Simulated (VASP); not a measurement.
Calculation: PBEsol GGA, VASP's PBE PAW potentials (set 64) (plane waves; VASP).

Input for VASP

File KPOINTS:
```
K-points
0
Gamma
8 8 8
```

POSCAR:
```
PbSe
1.0
  0.0000000000   2.9710806671   2.9710806671
  2.9710806671   0.0000000000   2.9710806671
  2.9710806671   2.9710806671   0.0000000000
Pb Se
1 1
Cartesian
  0.0000000000   0.0000000000   0.0000000000
  2.9710806671   2.9710806671   2.9710806671
```

INCAR:
```
! general
SYSTEM =PbSe
PREC   =Accurate
ENCUT  =500
LREAL  =.FALSE.
LASPH  =.TRUE.

! electronic loop
EDIFF  =1E-6
NELM   =100
ALGO   =Normal
LMAXMIX=4

! smearing
ISMEAR =0
SIGMA  =0.05

! functional
GGA    =PS

! ions
IBRION =2
NSW    =40
ISIF   =3
EDIFFG =-0.02
PSTRESS=50

! output
LWAVE  =.FALSE.
LCHARG =.FALSE.
```

POTCAR, in this order: Pb_d Se (PBE.64 set). Program: vasp_std.

Output

OUTCAR:
```
 ion  position               nearest neighbor table
   1  0.000  0.000  0.000-   2 2.97   2 2.97   2 2.97   2 2.97   2 2.97   2 2.97
   2  0.500  0.500  0.500-   1 2.97   1 2.97   1 2.97   1 2.97   1 2.97   1 2.97
  LATTYP: Found a face centered cubic cell.
 ALAT       =     5.9421613342
 Subroutine PRICEL returns:
 Original cell was already a primitive cell.
 Subroutine GETGRP returns: Found 48 space group operations
The static configuration has the point symmetry O_h .
The dynamic configuration has the point symmetry O_h .
 Subroutine INISYM returns: Found 48 space group operations
 Subroutine IBZKPT returns following result:
 Found     29 irreducible k-points:

 Following reciprocal coordinates:
            Coordinates               Weight
  0.000000  0.000000  0.000000      1.000000
  0.125000  0.000000  0.000000      8.000000
  0.250000  0.000000  0.000000      8.000000
  0.375000  0.000000  0.000000      8.000000
  0.500000  0.000000  0.000000      4.000000
  0.125000  0.125000  0.000000      6.000000
  0.250000  0.125000  0.000000     24.000000
  0.375000  0.125000  0.000000     24.000000
  0.500000  0.125000  0.000000     24.000000
 -0.375000  0.125000  0.000000     24.000000
 -0.250000  0.125000  0.000000     24.000000
 -0.125000  0.125000  0.000000     12.000000
  0.250000  0.250000  0.000000      6.000000
  0.375000  0.250000  0.000000     24.000000
  0.500000  0.250000  0.000000     24.000000
 -0.375000  0.250000  0.000000     24.000000
 -0.250000  0.250000  0.000000     12.000000
  0.375000  0.375000  0.000000      6.000000
  0.500000  0.375000  0.000000     24.000000
 -0.375000  0.375000  0.000000     12.000000
  0.500000  0.500000  0.000000      3.000000
  0.375000  0.250000  0.125000     24.000000
  0.500000  0.250000  0.125000     48.000000
 -0.375000  0.250000  0.125000     24.000000
...
```

File OSZICAR:
```
       N       E                     dE             d eps       ncg     rms          rms(c)
DAV:   1     0.152033892907E+03    0.15203E+03   -0.96089E+03   820   0.143E+03
DAV:   2     0.220310650797E+01   -0.14983E+03   -0.14594E+03   848   0.352E+02
DAV:   3    -0.883634906681E+01   -0.11039E+02   -0.10929E+02  1100   0.996E+01
DAV:   4    -0.906371627208E+01   -0.22737E+00   -0.22726E+00   846   0.167E+01
DAV:   5    -0.907162224996E+01   -0.79060E-02   -0.79059E-02  1146   0.314E+00    0.294E+00
DAV:   6    -0.886086781482E+01    0.21075E+00   -0.53220E-01  1242   0.685E+00    0.181E+00
DAV:   7    -0.885300607227E+01    0.78617E-02   -0.93447E-02   948   0.197E+00    0.868E-01
DAV:   8    -0.885322847093E+01   -0.22240E-03   -0.77777E-03   986   0.122E+00    0.665E-02
DAV:   9    -0.885311344559E+01    0.11503E-03   -0.97013E-04  1238   0.388E-01    0.476E-02
DAV:  10    -0.885313278152E+01   -0.19336E-04   -0.89023E-05   890   0.873E-02    0.160E-02
DAV:  11    -0.885313094159E+01    0.18399E-05   -0.29797E-05  1192   0.706E-02    0.715E-03
DAV:  12    -0.885313089629E+01    0.45299E-07   -0.20833E-06   842   0.145E-02
   1 F= -.72161909E+01 E0= -.72161526E+01  d E =-.721619E+01
```

File OUTCAR:
```
------------------------ aborting loop because EDIFF is reached ----------------------------------------
  FORCE on cell =-STRESS in cart. coord.  units (eV):
  Direction    XX          YY          ZZ          XY          YZ          ZX
  --------------------------------------------------------------------------------------
  Total        1.6166280      1.6166280      1.6166280      0.0000000      0.0000000      0.0000000
  in kB       49.3795755     49.3795755     49.3795755      0.0000000      0.0000000      0.0000000
  external PRESSURE =      -0.6204245 kB  Pullay stress =      50.0000000 kB
  volume of cell :       52.45
      direct lattice vectors                 reciprocal lattice vectors
     0.000000000  2.971080667  2.971080667    -0.168288935  0.168288935  0.168288935
     2.971080667  0.000000000  2.971080667     0.168288935 -0.168288935  0.168288935
     2.971080667  2.971080667  0.000000000     0.168288935  0.168288935 -0.168288935
  FREE ENERGIE OF THE ION-ELECTRON SYSTEM (eV)
  ---------------------------------------------------
  free  energy   TOTEN  =        -8.8531308963 eV

  energy  without entropy=       -8.8530542118  energy(sigma->0) =       -8.85309255
  enthalpy is  TOTEN    =        -7.2161909468 eV   P V=        1.6369399495

 reached required accuracy - stopping structural energy minimisation
```
(Selected blocks of OUTCAR.)

The compound is PbSe in the rock salt structure. It was relaxed first under an external pressure of 5 GPa.
